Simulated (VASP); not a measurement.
Here is the system:

```
Sb
1.0
    3.83600    -2.12751    -0.02347
    3.83600     2.12751    -0.02347
    2.67745     0.00000     3.47462
Sb
2
Cartesian
  2.43838   0.00000   0.80758
  7.91108   0.00000   2.62011
```

All values below come from vdW-DF-cx, VASP's PBE PAW potentials (set 64) (plane waves; VASP). Settings: 520 eV cut-off, 7×7×7 Γ-centred mesh, Gaussian smearing of 0.050 eV, potentials Sb.

Question: The ions and cell shape at fixed volume are relaxed. Which structure does the run end with?

Answer: 
```
Sb
1.0
    3.79460    -2.14117    -0.04549
    3.79460     2.14117    -0.04549
    2.62861     0.00000     3.47507
Sb
2
Cartesian
  2.43560   0.00000   0.80666
  7.78223   0.00000   2.57744
```
Space group R-3m (166), at a tolerance of 0.03 Å.

Question: How much energy does the relaxation gain?

Answer: The energy (σ→0) changes by -4.6 meV/atom, in 6 ionic steps.

| step | E(σ→0) (eV) | max force (eV/Å) | pressure (GPa) | volume (Å³) |
|---|---|---|---|---|
| 1 | -4.6908 | 0.279 | 4.23 | 56.98 |
| 2 | -4.6971 | 0.140 | 3.84 | 56.98 |
| 3 | -4.6997 | 0.025 | 3.35 | 56.98 |
| 4 | -4.6998 | 0.016 | 3.39 | 56.98 |
| 5 | -4.6999 | 0.007 | 3.37 | 56.98 |
| 6 | -4.7000 | 0.000 | 3.37 | 56.98 |

The compound is Sb in the a7 structure. This cell is one point of a volume scan, at 0.94 of the reference volume. Symmetry was kept, so distortions that lower it aren't found.
